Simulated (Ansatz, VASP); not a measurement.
## Cross-check of NbTeS (1T-NbSTe monolayer) between VASP and Ansatz

Wanted: the spread between two codes on one cell, functional and k mesh. The structure shown is the start of the Ansatz relaxation below; VASP solves that cell, so the two are compared at the walk's first step.

Method: plane waves, with VASP 6.6.1 beside it; single point at PBE with D3(BJ), in Ansatz 0.2.0.

### 1. Starting point

The cell holds 3 atoms: 1 Te, 1 Nb and 1 S. Cell: a = 3.724 Å, b = 3.724 Å, c = 37.574 Å, α = 90.0°, β = 90.0°, γ = 120.0°. Vacuum lies along c.

### 2. Ansatz: relaxation, PBE with D3(BJ)

Ansatz runs on its default PAW (the set named soft_2) files.

The two programs are compared at the cell with which this relaxation starts, whose forces are those of its first step.

The input, input.yaml:

```yaml
crystal:
  lattice:
    - [3.723864, 0.0, 0.0]
    - [-1.861932, 3.2249608242, 0.0]
    - [0.0, 0.0, 37.5739510811]
  atoms:
    - { symbol: Te, position: [0.6666666667, 0.3333333333, 0.4564332338] }
    - { symbol: Nb, position: [0.0, 0.0, 0.5072725113], spin: 1.0 }
    - { symbol: S, position: [0.3333333333, 0.6666666667, 0.5435667662] }
  periodic: [true, true, false]
magnetization:
  spin_polarized: true
kpoints:
  mp_grid: { grid: [12, 12, 1] }
hamiltonian:
  xc: pbe
  dispersion: d3bj
scf:
  occupations: { method: fermi_dirac, width: 0.05 }
  convergence: { dr2_threshold: 1.0e-09 }
relax:
  f_tol: 0.004
  max_steps: 90
  cell: {}
output:
  write_potential: true
  write_density: true
  volumetric_format: npy
```

Started as:

```
ansatz run input.yaml --threads 2 --pin off --max-ram 3072MiB --backend cpu --events-out ev --progress --plain --runs-dir out
```

Numbers of over 12 decimals in the logs are rounded to 6 here.

Log:

```text
Warning: relax.cell: scf.convergence.dr2_threshold = 1e-9 eV is looser than the 1.70263214704e-10 eV advised for a relaxation that steers and ends on the stress (1e-10 eV for each atom of the cell: 3, times the square of relax.cell.stress_2d_tol = 0.05 N/m over 13.3 Å (the atoms' height at the walk's start and 5 Å past either face), 3.767e-2 GPa, over a crystal's default 0.05). What an SCF threshold leaves in a stress goes as its square root, and in the free energy as the threshold itself, and one threshold admits the most on a small cell: [figures from the program's tests cut] Set scf.convergence.dr2_threshold to 1.70263214704e-10 eV or tighter. [rest of the remark cut]
Engine: ansatz 0.2.0, x86_64-unknown-linux-gnu
Pseudopotentials: kind: paw
Pseudopotential: Te, paw, valence charge 16, recommended cutoff 420 eV (normal), Te.paw.azcp
Pseudopotential: Nb, paw, valence charge 13, recommended cutoff 420 eV (normal), Nb.paw.azcp
Pseudopotential: S, paw, valence charge 6, recommended cutoff 420 eV (normal), S.paw.azcp
Functional definition: PBE
  parameter kappa = 0.804
  parameter beta = 0.066725
  exchange = pbe_x(kappa = kappa, mu = beta*pi^2/3)
  correlation = pbe_c(beta = beta)
Crystal: 3 atoms, lattice volume = 451.237 Å³
Basis set: ecut = 420 eV, 8861 PW (Γ), exchange–correlation on 50×50×512 points (8 copies of the dense FFT grid, shifted against one another)
Bands: 22, of which v1, the nominal top of the filled ones, is band 18 counted from 1 (17 counted from 0)
Symmetry: 6 space group operations
Space group: P3m1 (ITA 156), of the structure as read, at distance tolerance 7.7e-5 Å
Magnetic group: BNS 156.49 (UNI 1279), of the structure as read, at distance tolerance 7.7e-5 Å
k-points: 19 of 144 (time reversal used)
Non-local potential: Te, projectors of the file, l = 0: 2, l = 1: 2, l = 2: 2, l = 3: 2
Non-local potential: Nb, projectors of the file, l = 0: 3, l = 1: 2, l = 2: 2, l = 3: 1
Non-local potential: S, projectors of the file, l = 0: 2, l = 1: 2, l = 2: 2
PAW form: soft (Blöchl's): semilocal exchange-correlation on the pseudo side does not see the compensation charge
PAW one-centre angular grid: Te, 590 points (default); XC on 64 Gauss nodes
PAW one-centre angular grid: Nb, 590 points (default); XC on 64 Gauss nodes
PAW one-centre angular grid: S, 110 points (default); XC on 64 Gauss nodes
Initial density: superposition of atomic densities (neutral atoms: chi_scale 0, normalization atom)
Starting moments: Σ|m| = 1 μB on 1 of 3 sites
Initial wavefunctions: pseudopotential atomic-orbital guess
Functional: x = pbe(κ = 0.804, μ = 0.219515), c = pbe(β = 0.066725)
SCF iter   1: F=—  HF=-12437.527237 eV  |F-HF|=—  |Δ(HF+E_count)|=         —  Δρ=1.24e-2 (↑1.24e-2 ↓1.03e-2)  dr2=4.36e0  dr2_m=2.13e-2  M=0.709 μB ∫|m|=0.831 μB  β_m=0.30  ethr=3.10e-3  ⟨swp⟩=15.8  Hψ=6858  notcnv=0
Mixer restart at iter 1: flushing history
preconditioner: auto → LDOS  [metal: Δε(μ)=0.117 eV  Ē_g=7.364 eV  σ=0.050 eV  W_gap=0.50  n_scr=20 (ndim 8)  ℏωp=7.2 eV  f_vac=0.797  D(μ)=1.55/eV (n_scr^D=8)]
spin=Collinear: LDOS preconditioning applied to the charge; magnetization (m = ρ↑ − ρ↓) channel mixes plain (no charge-response kernel on spin).
SCF iter   2: F=—  HF=-12437.141440 eV  |F-HF|=—  |Δ(HF+E_count)|=   3.86e-1  Δρ=7.58e-3 (↑7.58e-3 ↓6.42e-3)  dr2=1.54e0  dr2_m=1.02e-2  M=0.687 μB ∫|m|=0.817 μB  β_m=0.49  ethr=3.10e-3  ⟨swp⟩=3.1  Hψ=1736  notcnv=0
SCF iter   3: F=—  HF=-12437.138387 eV  |F-HF|=—  |Δ(HF+E_count)|=   3.05e-3  Δρ=2.22e-3 (↑2.08e-3 ↓2.22e-3)  dr2=3.79e-2  dr2_m=1.14e-3  M=0.649 μB ∫|m|=0.774 μB  β_m=0.65  ethr=3.10e-3  ⟨swp⟩=3.2  Hψ=1782  notcnv=0
SCF iter   4: F=—  HF=-12437.154039 eV  |F-HF|=—  |Δ(HF+E_count)|=         —  Δρ=1.22e-3 (↑1.22e-3 ↓7.21e-4)  dr2=6.77e-3  dr2_m=3.14e-3  M=0.541 μB ∫|m|=0.640 μB  β_m=0.65  ethr=1.08e-4  ⟨swp⟩=3.2  Hψ=2282  notcnv=0
SCF iter   5: F=—  HF=-12437.154130 eV  |F-HF|=—  |Δ(HF+E_count)|=   9.14e-5  Δρ=5.45e-4 (↑5.45e-4 ↓5.41e-4)  dr2=8.32e-5  dr2_m=1.19e-3  M=0.506 μB ∫|m|=0.594 μB  β_m=0.83  ethr=1.93e-5  ⟨swp⟩=3.3  Hψ=1829  notcnv=0
SCF iter   6: F=—  HF=-12437.155331 eV  |F-HF|=—  |Δ(HF+E_count)|=   1.20e-3  Δρ=3.98e-4 (↑3.76e-4 ↓3.98e-4)  dr2=3.77e-4  dr2_m=5.85e-4  M=0.428 μB ∫|m|=0.499 μB  β_m=0.86  ethr=2.38e-7  ⟨swp⟩=4.3  Hψ=2141  notcnv=0
[...]
Basis set: ecut = 420 eV, 7691 PW (Γ), exchange–correlation on 48×48×512 points (8 copies of the dense FFT grid, shifted against one another)
Initial wavefunctions: pseudopotential atomic-orbital guess (no wavefunctions were taken with the density)
iter 1 solved again at ethr=2.15e-7 eV; its pass at ethr=3.10e-3 eV (dr2=7.53e-5 eV) is discarded
SCF iter   1: F=—  HF=-12437.441366 eV  |F-HF|=—  |Δ(HF+E_count)|=         —  Δρ=2.76e-5 (↑2.76e-5 ↓2.76e-5)  dr2=2.05e-6  dr2_m=1.27e-11  M=-0.000 μB ∫|m|=0.000 μB  β_m=0.65  ethr=2.15e-7  ⟨swp⟩=6.3  Hψ=10968  notcnv=0
preconditioner: auto → LDOS  [metal: Δε(μ)=0.003 eV  Ē_g=7.456 eV  σ=0.050 eV  W_gap=0.01  n_scr=18 (ndim 8)  ℏωp=7.7 eV  f_vac=0.800  D(μ)=3.11/eV (n_scr^D=14)]
spin=Collinear: LDOS preconditioning applied to the charge; magnetization (m = ρ↑ − ρ↓) channel mixes plain (no charge-response kernel on spin).
SCF iter   2: F=—  HF=-12437.441334 eV  |F-HF|=—  |Δ(HF+E_count)|=   3.13e-5  Δρ=9.26e-6 (↑9.26e-6 ↓9.26e-6)  dr2=2.21e-7  dr2_m=6.85e-12  M=-0.000 μB ∫|m|=0.000 μB  β_m=0.56  ethr=5.85e-9  ⟨swp⟩=2.5  Hψ=1578  notcnv=0
SCF iter   3: F=—  HF=-12437.441335 eV  |F-HF|=—  |Δ(HF+E_count)|=   4.10e-7  Δρ=2.39e-6 (↑2.39e-6 ↓2.39e-6)  dr2=1.57e-8  dr2_m=6.75e-12  M=-0.000 μB ∫|m|=0.000 μB  β_m=0.64  ethr=6.31e-10  ⟨swp⟩=3.3  Hψ=1772  notcnv=0
SCF iter   4: F=—  HF=-12437.441335 eV  |F-HF|=—  |Δ(HF+E_count)|=   8.64e-8  Δρ=4.61e-7 (↑4.57e-7 ↓4.61e-7)  dr2=2.29e-9  dr2_m=4.62e-12  M=-0.000 μB ∫|m|=0.000 μB  β_m=0.75  ethr=4.49e-11  ⟨swp⟩=3.3  Hψ=1929  notcnv=0
SCF iter   5: F=—  HF=-12437.441335 eV  |F-HF|=—  |Δ(HF+E_count)|=   5.05e-9  Δρ=9.68e-8 (↑9.05e-8 ↓9.68e-8)  dr2=1.88e-10  dr2_m=2.05e-12  M=-0.000 μB ∫|m|=0.000 μB  β_m=0.66  ethr=6.55e-12  ⟨swp⟩=3.1  Hψ=1423  notcnv=0
SCF iter   6: F=-12437.441335 eV  HF=-12437.441335 eV  |F-HF|=1.51e-9  |Δ(HF+E_count)|=   1.66e-9  Δρ=4.67e-8 (↑2.80e-8 ↓4.67e-8)  dr2=3.27e-11  dr2_m=7.93e-13  M=-0.000 μB ∫|m|=0.000 μB  ethr=1.00e-12  ⟨swp⟩=11.0  Hψ=6392  notcnv=0
the starting moments were not kept: the SCF closed with an absolute magnetisation of 1.4e-5 μB, where they sum to 1 μB in size (1 site). That is at most 0.1 of that sum. Measured as dr2_m measures the in/out step, that magnetisation stands 3.3e-11 eV from none, at or under the dr2_threshold of 1.0e-9 eV: it is no larger than a step whose dr2_m would equal this threshold.
SCF 8 converged in 6 iterations: F = -12437.441335 eV  dr2 = 3.27e-11
relax step   8: F+E_penalty+E_count = -12437.44133481 eV  Δ(F+E_penalty+E_count) = +1.025e-3 eV  max|allowed force component| = 4.004e-4 eV/Å  Δτ_max = 0.0000 Å  P = -0.004 N/m  Ω = 395.723 Å³  fix = [c, alpha, beta]  reactions: c -0.000 N/m  stress off target by 3.97e-3 N/m on what of the cell is left free  SCF on the basis re-selected at this cell (its energy is not comparable with the rows above)  (6 SCF iters)
basis re-selected at this cell: Δ(F+E_penalty+E_count) = +1.025e-3 eV, ΔP = -0.004 N/m vs the last step (what re-selecting the basis moved, of the pressure what is left beyond the Pulay correction that the steps carried, after the strain that the cell walked since its last selection, with what the two solves' SCF thresholds leave and, on support functions, any second-order correction that the steps lacked; it is no measure of the basis error at this ecutwfc). The dense FFT grid was sized anew with the basis: this SCF ran on 24×24×256 points, the steps before it on 25×25×256, so part of this shift can come from that change (see relax.cell in the input reference). [rest of the remark cut]
WARN: The input density's exchange-correlation potential varies sharply where the density is thin. Do not read a vacuum level from v_tot or v_xc, or from such a field of the output density. On a cell that repeats whose density bears no net charge and no dipole along the vacuum's axis use v_es (v_loc + v_h of the components); under efield.dipole_correction with no amplitude use v_es + v_field, which holds any external [...]
SCF converged after 6 iterations
Magnetization: -0.0000 μB (17.5000 up, 17.5000 down)
Absolute magnetization: 0.0000 μB (∫|ρ↑−ρ↓|, with the PAW one-centre terms)
Spin contamination: 0.0000 ħ² per cell (⟨S²⟩ above its minimum at these occupations)
Per-site moments (μB) at R_I (Å): [(2.1055002082178282e-7, 1.161038), (-7.529104732963542e-6, 1.015762), (-6.788578744653962e-7, 1.015762)]
Free energy (F): -12437.441335 eV
Harris-Foulkes:  -12437.441335 eV  (|F-HF|=1.51e-9)
Internal energy: -12437.417099 eV  (E = F + TS)
E sigma→0 (E₀):  -12437.429217 eV
Entropy (-TS):   -0.024236 eV (-8.079 meV/atom)
Fermi energy:    -4.743394 eV
--- Per-component energies (eV) ---
  E_band       = -925.200741
  E_kinetic    = 681.720180
  E_local      = -84043.966221  (includes V_loc(G=0)·N_el)
  E_nonlocal   = -162.423125
  E_hartree    = 41748.223168
  E_xc         = -397.072428
  E_vxc        = -404.701748  (∫ρ·V_xc dr)
  E_paw        = -8336.013344  (= ΣΔE_a)
  E_vpaw       = -492.276395  (= ΣTr[D̂ρ^β])
  E_aug_tail   = -0.000168  (compensation charges beyond the density's cutoff)
  E_ewald      = 38073.157963
  E_disp       = -1.043124  (pairwise vdW)
  E_smearing   = -0.024236  (= −TS)
  E_closure    = 0.000000  (closes the sum)
  Σ components = -12437.441335   (vs F -12437.441335, Δ=0.00e0)
--- Forces (eV/Å), atoms counted from 1 ---
  atom   1  Te     0.00000000     0.00000000    -0.00040054
  atom   2  Nb     0.00000000    -0.00000000     0.00028442
  atom   3  S      0.00000000    -0.00000000     0.00011584
  max |Σ_I F_I| component: 2.81e-7 eV/Å
--- 2D stress c σ (N/m, compression-positive) ---
       -0.003969      -0.000000      -0.000000
       -0.000000      -0.003969      -0.000000
       -0.000000      -0.000000      -0.000000
  P = ½ c Tr σ = -0.0040 N/m
--- Band table (eV; the first three rows and the last of 38) ---
  k-point 0 ↑: bands = [... 14 lower, -7.4973, -4.7433, -4.7433, -4.3910, -3.9010, -3.9010, -1.1398, -0.8595]
  k-point 1 ↑: bands = [... 14 lower, -7.2109, -5.2837, -5.0115, -4.5524, -3.6891, -3.6397, -1.3610, -0.9875]
  k-point 2 ↑: bands = [... 14 lower, -6.9992, -6.3992, -5.3801, -4.7467, -3.6127, -3.3159, -1.8695, -1.1270]
  k-point 18 ↓: bands = [... 14 lower, -8.0162, -7.9324, -7.6230, -3.9058, -3.6408, -3.5384, -1.3810, -0.8178]
  the weakly bound empty levels are not read free of the cell's end (no_gap_told)
--- Relaxed structure (7 steps of the walk, 7 accepted, 1 SCFs on fresh bases) ---
  F+E_penalty+E_count = -12437.44133481 eV   max|allowed force component| = 4.004e-4 eV/Å   (the final SCF, on the basis selected at the relaxed cell)
  cell:  # Å, volume = 395.7234 Å³
    - [3.487282, 0, 0]
    - [-1.743641, 3.020075, 0]
    - [0, 0, 37.5739510811]
  atoms:
    - { symbol: Te, position: [0.666667, 0.333333, 0.454950] }
    - { symbol: Nb, position: [0, 0, 0.507296] }
    - { symbol: S, position: [0.333333, 0.666667, 0.545027] }
```

(Continued in part 2 of 2.)

[Lines on the potential files, build, host, timing and source positions are cut from VASP's logs without a mark.]

[Logs are printed without paths, hosts, clocks, repeated set-up lines and the standing remarks that a program may print on its own settings, such as how far it seeks lower states.]

[Hosts, paths, dates, database ids (printed as entryN), source tags and the programs' standing remarks are cut or masked in the printed files.]
